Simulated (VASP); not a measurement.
## Al: input slips in a relaxation and what they do

Some relaxations of Al get a fault in the input on purpose. Which of them show, and how? The starting structure is a measured crystal structure from the Crystallography Open Database. The first relaxation on each setting starts from this cell expanded by 3 % in volume.

Calculated with VASP 6.6.1; Kohn-Sham DFT with plane waves and PAW; PBEsol.

## (1) The structure

It takes space group Fm-3m (No. 225, cubic). The conventional cell has a = 4.050 Å, b = 4.050 Å, c = 4.050 Å, α = 90.00°, β = 90.00°, γ = 90.00°. Nearest to Al lie 12 Al at 2.86 Å.

Structure file:

```cif
data_structure
_symmetry_space_group_name_H-M 'Fm-3m'
_symmetry_Int_Tables_number 225
_cell_length_a 4.0499
_cell_length_b 4.0499
_cell_length_c 4.0499
_cell_angle_alpha 90.000
_cell_angle_beta 90.000
_cell_angle_gamma 90.000
_cell_volume 66.42
loop_
_atom_site_label
_atom_site_type_symbol
_atom_site_symmetry_multiplicity
_atom_site_Wyckoff_symbol
_atom_site_fract_x
_atom_site_fract_y
_atom_site_fract_z
_atom_site_occupancy
Al1 Al 4 a 0.00000 0.00000 0.00000 1
```

## (2) Reference relaxation

This run starts from the cell of an earlier relaxation, which isn't shown; the restart sets up the plane waves anew.

Contents of INCAR:

```
SYSTEM = Al
PREC = Accurate
ENCUT = 450
EDIFF = 1E-06
NELM = 100
ISMEAR = 1
SIGMA = 0.15
LREAL = .FALSE.
ALGO = Normal
GGA = PS
NBANDS = 7
LORBIT = 11
LWAVE = .FALSE.
LCHARG = .FALSE.
KPAR = 8
IBRION = 2
NSW = 50
ISIF = 3
EDIFFG = -0.006
```

Contents of POSCAR:

```
Al
1.0
    0.0000000000      2.0079782968      2.0079782968
    2.0079782968      0.0000000000      2.0079782968
    2.0079782968      2.0079782968      0.0000000000
Al
1
Direct
    0.0000000000      0.0000000000      0.0000000000
```

Contents of KPOINTS:

```
Automatic mesh
0
Gamma
18 18 18
0 0 0
```

The projector-augmented-wave data sets are Al (PBE family, release 64).

Command:

```sh
$ mpirun -np 8 vasp_std
```

The program printed:

```text
[banner, memory and clock lines left out]
running    8 mpi-ranks, on    1 nodes
 distrk:  each k-point on    1 cores,    8 groups
 distr:  one band on    1 cores,    1 groups

 POSCAR found type information on POSCAR Al
 POSCAR found :  1 types and       1 ions
|                                                                             |
|           W    W    AA    RRRRR   N    N  II  N    N   GGGG   !!!           |
|           W    W   A  A   R    R  NN   N  II  NN   N  G    G  !!!           |
|           W    W  A    A  R    R  N N  N  II  N N  N  G       !!!           |
|           W WW W  AAAAAA  RRRRR   N  N N  II  N  N N  G  GGG   !            |
|           WW  WW  A    A  R   R   N   NN  II  N   NN  G    G                |
|           W    W  A    A  R    R  N    N  II  N    N   GGGG   !!!           |
|                                                                             |
|     For optimal performance we recommend to set                             |
|       NCORE = 2 up to number-of-cores-per-socket                            |
|     NCORE specifies how many cores store one orbital (NPAR=cpu/NCORE).      |
|     This setting can greatly improve the performance of VASP for DFT.       |
|     The default, NCORE=1 might be grossly inefficient on modern             |
|     multi-core architectures or massively parallel machines. Do your        |
|     Unfortunately you need to use the default for GW and RPA                |
|     calculations (for HF NCORE is supported but not extensively tested      |
|     yet).                                                                   |
|                                                                             |

|                                                                             |
|               ----> ADVICE to this user running VASP <----                  |
|                                                                             |
|     You enforced a specific xc type in the INCAR file but a different       |
|     [... a line on the potential file left out ...]
|     I HOPE YOU KNOW WHAT YOU ARE DOING!                                     |
|                                                                             |

 LDA part: xc-table for (Slater+PW92), standard interpolation
 POSCAR, INCAR and KPOINTS ok, starting setup
 FFT: planning ... GRIDC
 FFT: planning ... GRID_SOFT
 FFT: planning ... GRID
 WAVECAR not read
 entering main loop
       N       E                     dE             d eps       ncg     rms          rms(c)
DAV:   1    -0.274567105339E+01   -0.27457E+01   -0.81578E+02  2786   0.203E+02
DAV:   2    -0.411026020071E+01   -0.13646E+01   -0.13356E+01  3689   0.206E+01
DAV:   3    -0.411827498576E+01   -0.80148E-02   -0.79765E-02  3766   0.173E+00
DAV:   4    -0.411829106502E+01   -0.16079E-04   -0.16078E-04  4039   0.644E-02
DAV:   5    -0.411829107813E+01   -0.13106E-07   -0.13938E-07  3976   0.142E-03    0.143E+00
DAV:   6    -0.410111181598E+01    0.17179E-01   -0.21066E-03  3626   0.218E-01    0.811E-01
DAV:   7    -0.408950843067E+01    0.11603E-01   -0.57672E-03  3437   0.348E-01    0.171E-01
DAV:   8    -0.408949336013E+01    0.15071E-04   -0.22809E-05  4144   0.365E-02    0.107E-02
DAV:   9    -0.408949261997E+01    0.74016E-06   -0.35949E-07  3668   0.303E-03
   1 F= -.40894926E+01 E0= -.40891202E+01  d E =-.408949E+01
 curvature:   0.00 expect dE= 0.000E+00 dE for cont linesearch  0.000E+00
 trial: gam= 0.00000 g(F)=  0.805E-65 g(S)=  0.893E-08 ort = 0.000E+00 (trialstep = 0.100E+01)
 search vector abs. value=  0.903E-08
 reached required accuracy - stopping structural energy minimisation
```

Elapsed: 5.4 s, on 8 MPI ranks of AMD EPYC 7R43, shared host; peak memory 0.75 GiB.

The logs omit lines about the potential files and the build; timing stands in the text.

From OUTCAR (step 2):

```text
ion  position               nearest neighbor table
   1  0.000  0.000  0.000-

  LATTYP: Found a face centered cubic cell.
 ALAT       =     4.0159565936

 Subroutine GETGRP returns: Found 48 space group operations
 (whereof 48 operations were pure point group operations)

The static configuration has the point symmetry O_h .

 Found    195 irreducible k-points:

   k-points           NKPTS =    195   k-points in BZ     NKDIM =    195   number of bands    NBANDS=      7

   dimension x,y,z NGX =    20 NGY =   20 NGZ =   20
   dimension x,y,z NGXF=    40 NGYF=   40 NGZF=   40

   ENCUT  =  450.0 eV  33.07 Ry    5.75 a.u.   4.91  4.91  4.91*2*pi/ulx,y,z

   NELECT =       3.0000    total number of electrons

 k-points in reciprocal lattice and weights: Automatic mesh
   0.00000000  0.00000000  0.00000000       0.000
   0.05555556  0.00000000  0.00000000       0.001
   0.11111111  0.00000000  0.00000000       0.001
   0.16666667  0.00000000  0.00000000       0.001
   0.22222222  0.00000000  0.00000000       0.001
   0.27777778  0.00000000  0.00000000       0.001
   0.33333333  0.00000000  0.00000000       0.001
   0.38888889  0.00000000  0.00000000       0.001
   0.44444444  0.00000000  0.00000000       0.001
[...]
-0.27777778  0.44444444  0.22222222       0.004
  -0.27777778  0.50000000  0.22222222       0.002

 average (electrostatic) potential at core
       1 -72.0941

 E-fermi :   8.1384

 k-point     1 :       0.0000    0.0000    0.0000
  band No.  band energies     occupation
      1      -3.1130      2.00000
      2      20.8473      0.00000
      3      20.8473      0.00000
      4      20.8473      0.00000
      5      22.4816      0.00000
      6      22.4816      0.00000
    ...

 k-point     2 :       0.0556    0.0000    0.0000
  band No.  band energies     occupation
      1      -3.0280      2.00000
      2      19.3458      0.00000
      3      20.5534      0.00000
      4      20.5534      0.00000
      5      22.9088      0.00000
      6      22.9088      0.00000
    ...

 k-point     3 :       0.1111    0.0000    0.0000
  band No.  band energies     occupation
      1      -2.7735      2.00000
      2      17.1088      0.00000
      3      20.0540      0.00000
      4      20.0540      0.00000
      5      23.0821      0.00000
      6      23.7789      0.00000
    ...

  Total        0.0002484      0.0002484      0.0002484      0.0000000      0.0000000      0.0000000
  in kB        0.0245740      0.0245740      0.0245740      0.0000000      0.0000000      0.0000000
  external PRESSURE =       0.0245740 kB  Pullay stress =       0.0000000 kB

  energy-cutoff  :      450.00
  volume of cell :       16.19
      direct lattice vectors                 reciprocal lattice vectors
     0.000000000  2.007978297  2.007978297    -0.249006675  0.249006675  0.249006675
     2.007978297  0.000000000  2.007978297     0.249006675 -0.249006675  0.249006675
     2.007978297  2.007978297  0.000000000     0.249006675  0.249006675 -0.249006675

 POSITION                                       TOTAL-FORCE (eV/Angst)
 -----------------------------------------------------------------------------------
      0.00000      0.00000      0.00000         0.000000      0.000000      0.000000
 -----------------------------------------------------------------------------------
    total drift:                               -0.000000     -0.000000     -0.000000

  FREE ENERGIE OF THE ION-ELECTRON SYSTEM (eV)
  ---------------------------------------------------
  free  energy   TOTEN  =        -4.0894926200 eV

  energy  without entropy=       -4.0883752908  energy(sigma->0) =       -4.08912018

 reached required accuracy - stopping structural energy minimisation

 total charge
# of ion       s       p       d       tot
------------------------------------------
    1        0.428   0.347   0.000   0.775

[... 3 further parts left out ...]
```

CONTCAR:

```
Al
   1.00000000000000
     0.0000000000000000    2.0079782968000002    2.0079782968000002
     2.0079782968000002    0.0000000000000000    2.0079782968000002
     2.0079782968000002    2.0079782968000002    0.0000000000000000
  Al
     1
Direct
     0.0000000000000000    0.0000000000000000    0.0000000000000000
```

This run has no spin polarisation. Its electron count is odd, so without a moment it is a metal by construction. The PAW data sets were made with PBE, which is usual practice but a small mismatch for other functionals. The run keeps the 48 symmetry operations of its start, so it cannot find a distortion of lower symmetry.

The reference relaxation ends at 16.192 Å³ an atom. Pressures at 0.985 and 1.015 times this volume, from two more relaxations that aren't shown, give a bulk modulus of 80.8 GPa.

## (3) Relaxation with the cell held fixed (ISIF = 2)

A slip made on purpose: the cell held fixed (ISIF = 2). Against step 2 the input has ISIF = 2 (also changed: NELM).

INCAR: that of step 2 with these lines changed.

```diff
@@ -4,3 +4,3 @@
 EDIFF = 1E-06
-NELM = 100
+NELM = 60
 ISMEAR = 1
@@ -17,3 +17,3 @@
 NSW = 50
-ISIF = 3
+ISIF = 2
 EDIFFG = -0.006
```

Contents of POSCAR:

```
Al
1.0
    0.0000000000      2.0449750663      2.0449750663
    2.0449750663      0.0000000000      2.0449750663
    2.0449750663      2.0449750663      0.0000000000
Al
1
Direct
    0.0000000000      0.0000000000      0.0000000000
```

KPOINTS is that of step 2.

Command:

```sh
$ mpirun -np 8 vasp_std
```

The program printed:

```text
[banner, memory and clock lines left out]
running    8 mpi-ranks, on    1 nodes
[...]
[... a notice as in an earlier step ...]

 [... a notice as in an earlier step ...]

 LDA part: xc-table for (Slater+PW92), standard interpolation
 POSCAR, INCAR and KPOINTS ok, starting setup
[...]
entering main loop
       N       E                     dE             d eps       ncg     rms          rms(c)
DAV:   1    -0.284109469091E+01   -0.28411E+01   -0.79098E+02  2842   0.202E+02
DAV:   2    -0.409773701582E+01   -0.12566E+01   -0.11920E+01  3710   0.192E+01
DAV:   3    -0.410575269979E+01   -0.80157E-02   -0.80076E-02  3773   0.172E+00
DAV:   4    -0.410576927525E+01   -0.16575E-04   -0.16576E-04  4144   0.668E-02
DAV:   5    -0.410576929808E+01   -0.22830E-07   -0.23522E-07  3794   0.164E-03    0.133E+00
DAV:   6    -0.408909173435E+01    0.16678E-01   -0.24279E-03  3598   0.233E-01    0.758E-01
DAV:   7    -0.407785632573E+01    0.11235E-01   -0.65884E-03  3388   0.370E-01    0.158E-01
DAV:   8    -0.407784164642E+01    0.14679E-04   -0.23480E-05  4186   0.373E-02    0.430E-03
DAV:   9    -0.407784096551E+01    0.68091E-06   -0.37828E-07  3773   0.293E-03
   1 F= -.40778410E+01 E0= -.40777034E+01  d E =-.407784E+01
[...]
reached required accuracy - stopping structural energy minimisation
```

Elapsed: 5.6 s, on 8 MPI ranks; peak memory 0.77 GiB.

From OUTCAR (step 3):

```text
  Total       -0.4208497     -0.4208497     -0.4208497      0.0000000     -0.0000000      0.0000000
  in kB      -39.4224414    -39.4224414    -39.4224414      0.0000000     -0.0000000      0.0000000
  external PRESSURE =     -39.4224414 kB  Pullay stress =       0.0000000 kB

  FREE ENERGIE OF THE ION-ELECTRON SYSTEM (eV)
  ---------------------------------------------------
  free  energy   TOTEN  =        -4.0778409655 eV

  energy  without entropy=       -4.0774283257  energy(sigma->0) =       -4.07770342

[... 3 parts as in an earlier step ...]

[... 2 further parts left out ...]
[key lines of the parts left out:]
E-fermi :   7.5684
```

With the cell held fixed (ISIF = 2) the cell ends at 17.104 Å³ an atom, +5.63 % from the reference.

## (4) Relaxation with a leftover external pressure of 100 kbar

A slip made on purpose: a leftover external pressure of 100 kbar. Against step 2 the input has PSTRESS = 100 (also changed: NELM).

INCAR: that of step 3 with these lines changed.

```diff
@@ -17,3 +17,4 @@
 NSW = 50
-ISIF = 2
+ISIF = 3
 EDIFFG = -0.006
+PSTRESS = 100
```

POSCAR is that of step 3.

KPOINTS is that of step 3.

Command:

```sh
$ mpirun -np 8 vasp_std
```

The program printed:

```text
[... set-up lines as in an earlier step ...]
 entering main loop
       N       E                     dE             d eps       ncg     rms          rms(c)
[... 9 cycles as in an earlier step ...]
   1 F= -.30103027E+01 E0= -.30101651E+01  d E =-.301030E+01
[...]
N       E                     dE             d eps       ncg     rms          rms(c)
DAV:   1    -0.397480006507E+01    0.10304E+00   -0.25388E+00  3465   0.789E+00    0.140E+00
DAV:   2    -0.396301594135E+01    0.11784E-01   -0.13087E-02  3612   0.971E-01    0.498E-01
DAV:   3    -0.395535116063E+01    0.76648E-02   -0.19852E-03  3570   0.200E-01    0.172E-01
DAV:   4    -0.395476250380E+01    0.58866E-03   -0.25432E-04  3822   0.724E-02    0.115E-01
DAV:   5    -0.395476111170E+01    0.13921E-05   -0.12734E-06  3899   0.856E-03    0.191E-03
DAV:   6    -0.395476113131E+01   -0.19609E-07   -0.42874E-09  2142   0.504E-04
   2 F= -.31010659E+01 E0= -.31010068E+01  d E =-.907633E-01
 trial-energy change:   -0.090763  1 .order   -0.067417   -0.320616    0.185782
 step:   0.6921(harm=  0.6331)  dis= 0.00000  next Energy=    -3.128987 (dE=-0.119E+00)
[...]
N       E                     dE             d eps       ncg     rms          rms(c)
DAV:   1    -0.404847138650E+01   -0.93710E-01   -0.20342E-01  3500   0.218E+00    0.393E-01
DAV:   2    -0.404746572097E+01    0.10057E-02   -0.11302E-03  3577   0.275E-01    0.151E-01
DAV:   3    -0.404679761817E+01    0.66810E-03   -0.17299E-04  3500   0.574E-02    0.433E-02
DAV:   4    -0.404676002700E+01    0.37591E-04   -0.14229E-05  3885   0.170E-02    0.320E-02
DAV:   5    -0.404676026125E+01   -0.23425E-06   -0.11845E-07  2380   0.230E-03
   3 F= -.31305946E+01 E0= -.31303485E+01  d E =-.120292E+00
[...]
reached required accuracy - stopping structural energy minimisation
```

Wall time 11 s (8 MPI ranks); peak memory 0.83 GiB.

From OUTCAR (step 4):

```text
  Total        0.9113570      0.9113570      0.9113570      0.0000000     -0.0000000      0.0000000
  in kB       99.4751291     99.4751291     99.4751291      0.0000000     -0.0000000      0.0000000
  external PRESSURE =      -0.5248709 kB  Pullay stress =     100.0000000 kB

  FREE ENERGIE OF THE ION-ELECTRON SYSTEM (eV)
  ---------------------------------------------------
  free  energy   TOTEN  =        -4.0467602612 eV

  energy  without entropy=       -4.0460221749  energy(sigma->0) =       -4.04651423

[... 3 parts as in an earlier step ...]

[... 2 further parts left out ...]
[key lines of the parts left out:]
E-fermi :   9.2207
```

With a leftover external pressure of 100 kbar the cell ends at 14.679 Å³ an atom, -9.35 % from the reference.

## (5) Relaxation with low precision and a small cutoff

A slip made on purpose: low precision and a small cutoff. Against step 2 the input has PREC = Low and ENCUT = 190 (also changed: NELM).

INCAR: that of step 4 with these lines changed.

```diff
@@ -1,4 +1,4 @@
 SYSTEM = Al
-PREC = Accurate
-ENCUT = 450
+PREC = Low
+ENCUT = 190
 EDIFF = 1E-06
@@ -19,2 +19 @@
 EDIFFG = -0.006
-PSTRESS = 100
```

POSCAR is that of step 4.

KPOINTS is that of step 4.

Command:

```sh
$ mpirun -np 8 vasp_std
```

The program printed:

```text
[... set-up lines as in an earlier step ...]
 entering main loop
       N       E                     dE             d eps       ncg     rms          rms(c)
DAV:   1    -0.380381415197E+01   -0.38038E+01   -0.55206E+02  3437   0.992E+01
DAV:   2    -0.408974069857E+01   -0.28593E+00   -0.27137E+00  3878   0.925E+00
DAV:   3    -0.409024787383E+01   -0.50718E-03   -0.50717E-03  3430   0.352E-01
DAV:   4    -0.409024811488E+01   -0.24105E-06   -0.24177E-06  4228   0.673E-03
DAV:   5    -0.409024811486E+01    0.14452E-10   -0.66326E-10  3402   0.510E-05    0.183E+00
DAV:   6    -0.407358460849E+01    0.16664E-01   -0.22818E-03  3374   0.196E-01    0.102E+00
DAV:   7    -0.406218609165E+01    0.11399E-01   -0.61233E-03  3388   0.319E-01    0.195E-01
DAV:   8    -0.406214367501E+01    0.42417E-04   -0.19133E-05  4074   0.239E-02    0.100E-02
DAV:   9    -0.406214290601E+01    0.76901E-06   -0.41225E-07  3353   0.270E-03
   1 F= -.40621429E+01 E0= -.40620036E+01  d E =-.406214E+01
[...]
N       E                     dE             d eps       ncg     rms          rms(c)
DAV:   1    -0.407391762664E+01   -0.11774E-01   -0.16971E-01  3381   0.177E+00    0.386E-01
DAV:   2    -0.407301228504E+01    0.90534E-03   -0.68208E-04  3556   0.133E-01    0.138E-01
DAV:   3    -0.407244169906E+01    0.57059E-03   -0.18303E-04  3465   0.542E-02    0.431E-02
DAV:   4    -0.407239919252E+01    0.42507E-04   -0.21871E-05  3682   0.189E-02    0.302E-02
DAV:   5    -0.407239928230E+01   -0.89780E-07   -0.76527E-08  2184   0.172E-03
   2 F= -.40723993E+01 E0= -.40720194E+01  d E =-.102564E-01
 trial-energy change:   -0.010256  1 .order   -0.009902   -0.022666    0.002862
 step:   0.8957(harm=  0.8879)  dis= 0.00000  next Energy=    -4.072548 (dE=-0.104E-01)
[...]
N       E                     dE             d eps       ncg     rms          rms(c)
DAV:   1    -0.407256875409E+01   -0.16956E-03   -0.17762E-03  3444   0.181E-01    0.387E-02
DAV:   2    -0.407255855145E+01    0.10203E-04   -0.74782E-06  3514   0.141E-02    0.142E-02
DAV:   3    -0.407255173896E+01    0.68125E-05   -0.19308E-06  3458   0.554E-03    0.444E-03
DAV:   4    -0.407255105662E+01    0.68234E-06   -0.20527E-07  1456   0.185E-03
   3 F= -.40725511E+01 E0= -.40721824E+01  d E =-.104082E-01
[...]
reached required accuracy - stopping structural energy minimisation
```

Run time: 3 s. Hardware: 8 MPI ranks; peak memory 0.52 GiB.

(Continued in part 2 of 2.)

[Lines on the potential files, build, host, timing and source positions are cut from VASP's logs without a mark.]

[Logs are printed without paths, hosts, clocks, repeated set-up lines and the standing remarks that a program may print on its own settings, such as how far it seeks lower states.]

[Hosts, paths, dates, database ids (printed as entryN), source tags and the programs' standing remarks are cut or masked in the printed files.]
